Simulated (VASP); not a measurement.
Here is the system:

```
AlAs
1.0
    0.00000     2.83000     2.83000
    2.83000     0.00000     2.83000
    2.83000     2.83000     0.00000
Al As
1 1
Direct
  0.00000   0.00000   0.00000
  0.25000   0.25000   0.25000
```

Level of theory: G0W0 on PBE orbitals, VASP's PBE PAW potentials (set 64) (plane waves; VASP). Numerical set-up: PREC = Normal, 350 eV cut-off, 4×4×4 Γ-centred mesh, Gaussian smearing of 0.010 eV, potentials Al_GW As_GW.

The mesh is coarse and the basis finite, so the quasiparticle values are not converged.

The job: AlAs (zinc blende), 2 atoms, G0W0@PBE, GW step (320 bands), 350 eV, 4×4×4 Γ-centred mesh. Roughly how much core time does it take on a busy server core?

About 20 core-minutes (one run on a shared machine, a rough figure). It had 8 irreducible k-points, 320 bands, up to 692 plane waves and 0 electronic steps.

The compound is AlAs in the zinc blende structure. The cell was not relaxed at this level. The k-mesh is coarse (spacing up to 0.48 per Å, 2π included), so the numbers may not be converged in it.
